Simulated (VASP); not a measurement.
Output of a VASP run:

File OSZICAR:
```
       N       E                     dE             d eps       ncg     rms          rms(c)
DAV:   1    -0.249487707717E+02   -0.24949E+02   -0.12091E-06   378   0.341E-03    0.532E-04
DAV:   2    -0.249487707758E+02   -0.40391E-08   -0.79916E-08   324   0.123E-03    0.254E-04
DAV:   3    -0.249487707762E+02   -0.42655E-09   -0.26404E-08   330   0.675E-04    0.169E-04
DAV:   4    -0.249487707717E+02    0.44829E-08   -0.17116E-08   330   0.565E-04
   1 F= -.24948771E+02 E0= -.24948771E+02  d E =-.938398E-11
```

OUTCAR:
```
------------------------ aborting loop because EDIFF is reached ----------------------------------------
  FORCE on cell =-STRESS in cart. coord.  units (eV):
  Direction    XX          YY          ZZ          XY          YZ          ZX
  --------------------------------------------------------------------------------------
  Total        1.0328275     -2.1774086     -0.0563299      0.0000000      0.0000000      0.0000000
  in kB        2.2507120     -4.7449547     -0.1227526      0.0000000      0.0000000      0.0000000
  external PRESSURE =      -0.8723318 kB  Pullay stress =       0.0000000 kB
  volume of cell :      735.22
      direct lattice vectors                 reciprocal lattice vectors
     4.637039289  0.000000000  0.000000000     0.215654847  0.000000000  0.000000000
     0.000000000  6.557763509  0.000000000     0.000000000  0.152491013  0.000000000
     0.000000000  0.000000000 24.178086553     0.000000000  0.000000000  0.041359766
 POSITION                                       TOTAL-FORCE (eV/Angst)
 -----------------------------------------------------------------------------------
      0.00000      0.00000      8.75979         0.000000      0.000000      0.010564
      2.31852      3.27888     10.83438         0.000000      0.000000      0.013270
      0.00000      0.00000     13.34371         0.000000      0.000000     -0.013270
      2.31852      3.27888     15.41830         0.000000      0.000000     -0.010564
      2.31852      0.00000     10.92996         0.000000      0.000000      0.001323
      0.00000      3.27888      8.63648         0.000000      0.000000     -0.017890
      2.31852      0.00000     15.54160         0.000000      0.000000      0.017890
      0.00000      3.27888     13.24812         0.000000      0.000000     -0.001323
 -----------------------------------------------------------------------------------
    total drift:                                0.000000      0.000000      0.000000
  FREE ENERGIE OF THE ION-ELECTRON SYSTEM (eV)
  ---------------------------------------------------
  free  energy   TOTEN  =       -24.9487707717 eV

  energy  without entropy=      -24.9487707717  energy(sigma->0) =      -24.94877077

 total charge

# of ion       s       p       d       tot
------------------------------------------
    1        1.956   5.564   0.025   7.544
    2        1.957   5.567   0.028   7.551
    3        1.957   5.567   0.028   7.551
    4        1.956   5.564   0.025   7.544
    5        1.592   3.287   0.001   4.880
    6        1.592   3.272   0.001   4.865
    7        1.592   3.272   0.001   4.865
    8        1.592   3.287   0.001   4.880
--------------------------------------------------
tot         14.193  35.380   0.109  49.682
```
(Selected blocks of OUTCAR.)

POSCAR:
```
KBr(110) slab
1
    4.6370392892     0.0000000000     0.0000000000
    0.0000000000     6.5577635089     0.0000000000
    0.0000000000     0.0000000000    24.1780865531
K Br
4 4
Direct
  0.0000000000   0.0000000000   0.3623028133
  0.5000000000   0.5000000000   0.4481072820
  0.0000000000   0.0000000000   0.5518927180
  0.5000000000   0.5000000000   0.6376971867
  0.5000000000   0.0000000000   0.4520607115
  0.0000000000   0.5000000000   0.3572029409
  0.5000000000   0.0000000000   0.6427970591
  0.0000000000   0.5000000000   0.5479392885
```

Problem. Reconstruct the remaining input files.

Solution. One answer among several that fit: the input of the run itself, PBEsol GGA, plane waves, VASP's PBE PAW potentials (set 64).

File KPOINTS:
```
Regular mesh
0
gamma
 5 3 1
0 0 0
```

INCAR:
```
SYSTEM = KBr(110) slab
PREC = Normal; ENCUT = 400; LREAL = .FALSE.
LASPH = .TRUE.
EDIFF = 1E-6; NELM = 100; NELMIN = 4
ALGO = Normal; LMAXMIX = 4
ISMEAR = 0; SIGMA = 0.05
GGA = PS
LWAVE = .FALSE.; LCHARG = .FALSE.; LORBIT = 11
LVHAR = .TRUE.
DIPOL = 0.5 0.5 0.5
LDIPOL = .TRUE.; IDIPOL = 3
```

POTCAR, in this order: K_sv Br (PBE.64 set). Program: vasp_std. Read from the step before: WAVECAR.

The cell is a thin slab with vacuum, built from KBr (rock salt): (110) face.
